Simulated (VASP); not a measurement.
A convergence study with VASP on GaSb (zinc blende): one setting is varied, all else stays as given below, so the limit is that of these other settings. Each run relaxes cell and ions from the cell shown.

```yaml
crystal:
  lattice:
    - [0.00000, 3.05000, 3.05000]
    - [3.05000, 0.00000, 3.05000]
    - [3.05000, 3.05000, 0.00000]
  atoms:
    - { symbol: Ga, position: [0.00000, 0.00000, 0.00000] }
    - { symbol: Sb, position: [0.25000, 0.25000, 0.25000] }
```

All values below come from PBE GGA, VASP's PBE PAW potentials (set 64) (plane waves; VASP). The tightest run used: 550 eV cut-off, 11×11×11 Γ-centred mesh, Gaussian smearing of 0.050 eV, potentials Ga_d Sb.

| setting | relaxed volume (Å³/atom) | E (eV/atom) | irreducible k-points |
|---|---|---|---|
| 2×2×2 mesh | 38.131 | -2.7252 | 3 |
| 3×3×3 mesh | 31.484 | -3.4117 | 4 |
| 4×4×4 mesh | 30.468 | -3.5947 | 8 |
| 5×5×5 mesh | 30.178 | -3.6513 | 10 |

Task: These are the cheaper rows. Estimate the results at 11×11×11 mesh, and how far the last row shown lies from them.

Result: 
| quantity | tightest run | last row shown is off by |
|---|---|---|
| relaxed volume (Å³/atom) | 30.034 | 0.144 |
| E (eV/atom) | -3.6862 | 0.0349 |

Left out are rungs that failed or repeat a setting and relaxations that didn't move; long series are thinned to 24 rows.

The compound is GaSb in the zinc blende structure.
